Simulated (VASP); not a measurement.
Here is a VASP 6.6.1 calculation.

INCAR

```
SYSTEM = Al2InN3
  PREC = Normal
  ENCUT = 520
  EDIFF = 1E-4
  ISMEAR = 0
  SIGMA = 0.15
  LREAL = .FALSE.
  LASPH = .TRUE.
  NELM = 60
  ALGO = Fast
  ISIF = 3
  LWAVE = .FALSE.
  LCHARG = .FALSE.
  GGA = PE
  IBRION = 2
  NSW = 24
  EDIFFG = -0.08
```

The input KPOINTS:

```
regular mesh
0
G
  6 6 6
  0 0 0
```

POSCAR

```
Al2InN3
1.0
   -1.6750000000      1.6750000000      7.1000000000
    1.6750000000     -1.6750000000      7.1000000000
    1.6750000000      1.6750000000     -7.1000000000
Al In N
2 1 3
Direct
    0.6667000000      0.6667000000      0.0000000000
    0.3333000000      0.3333000000      0.0000000000
    0.0000000000      0.0000000000      0.0000000000
    0.4167000000      0.9167000000      0.5000000000
    0.0833000000      0.5833000000      0.5000000000
    0.7500000000      0.2500000000      0.5000000000
```

Potentials or basis: VASP PAW PBE potentials, release 64 (Al, In_d, N).

Command:

```console
$ cat potpaw_PBE.64/Al/POTCAR potpaw_PBE.64/In_d/POTCAR potpaw_PBE.64/N/POTCAR > POTCAR
$ mpirun -np 1 vasp_std > vasp.out
```

(1) What does it give for the relaxed volume?

(2) What does it give for the space group after relaxing (to 0.05 Å)?

(3) Estimate the band gap on the k mesh.

Results:

(1) 12.22 Å³/atom.

(2) I-4m2 (No. 119).

(3) 1.65 eV, direct.

Caveat: the k mesh is coarse (spacing up to 0.44 Å⁻¹), so the values aren't converged; spin-orbit coupling is left out, which moves the levels of the heavy elements.
